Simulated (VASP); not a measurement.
Write the native input for VASP 6.6.1 that does the following.

```yaml
Task: single point
Functional: PBE
Potentials_or_basis: VASP PAW PBE potentials, release 64 (In_d, W_sv, Se)
Cutoff: 520 eV
k_mesh: 4 × 4 × 2
Occupations: gaussian, width 0.15 eV
Spin: no spin polarisation
Further_INCAR_settings: PREC = Normal; LREAL = Auto; ALGO = Fast; EDIFF = 1e-05; NBANDS = 70
```

The structure of In2WSe3 lies in POSCAR:

```
In2WSe3
1.0
    3.4730180000      0.0000000000      0.0000000000
   -3.4730180000      6.0154440000      0.0000000000
    0.0000000000      0.0000000000     15.4070100000
In W Se
4 2 6
Direct
    0.6666670000      0.1666665000      0.6349230000
    0.6666670000      0.6666665000      0.6349230000
    0.6666670000      0.1666665000      0.3650770000
    0.6666670000      0.6666665000      0.3650770000
    0.0000000000      0.0000000000      0.0000000000
    0.0000000000      0.5000000000      0.0000000000
    0.3333330000      0.3333335000      0.8943480000
    0.3333330000      0.8333335000      0.8943480000
    0.3333330000      0.3333335000      0.1056520000
    0.3333330000      0.8333335000      0.1056520000
    0.0000000000      0.0000000000      0.5000000000
    0.0000000000      0.5000000000      0.5000000000
```

The cell was built by a generator and needn't be a form met in nature.

One way to write it, as run:

INCAR

```
PREC     = Normal         # precision mode
ENCUT    = 520            # plane-wave cutoff, eV
EDIFF    = 1E-5           # SCF threshold, eV
ISMEAR   = 0              # smearing method
SIGMA    = 0.15           # smearing width, eV
LREAL    = Auto         
LASPH    = T              # aspherical terms in the spheres
NELM     = 80             # most SCF steps
ALGO     = Fast           # electronic algorithm
ISIF     = 2              # what is computed and relaxed
LWAVE    = F              # write WAVECAR
LCHARG   = F              # write CHGCAR
GGA      = PE             # functional
NBANDS   = 70             # bands
KPAR     = 4
```

KPOINTS

```
Automatic mesh
0
Gamma
  4 4 2
```

Potentials or basis: VASP PAW PBE potentials, release 64 (In_d, W_sv, Se).

Command:

```console
$ cat potpaw_PBE.64/In_d/POTCAR potpaw_PBE.64/W_sv/POTCAR potpaw_PBE.64/Se/POTCAR > POTCAR
$ mpirun -np 4 vasp_std > vasp.out
```

It gave:

```
Pressure               : 0.0 GPa
Largest force          : 0.258 eV/Å
Band gap on the k mesh : none (metal or under the smearing width)
```

Caveat: the k mesh is coarse (spacing up to 0.52 Å⁻¹), so the values aren't converged; this functional lacks dispersion, which binds the layers, so the pressure and a relaxed spacing across them are unreliable.

Wall time 72 s on 4 MPI ranks on Intel(R) Xeon(R) Platinum 8488C (Sapphire Rapids), with other jobs on the host, peak memory 0.41 GiB a rank.
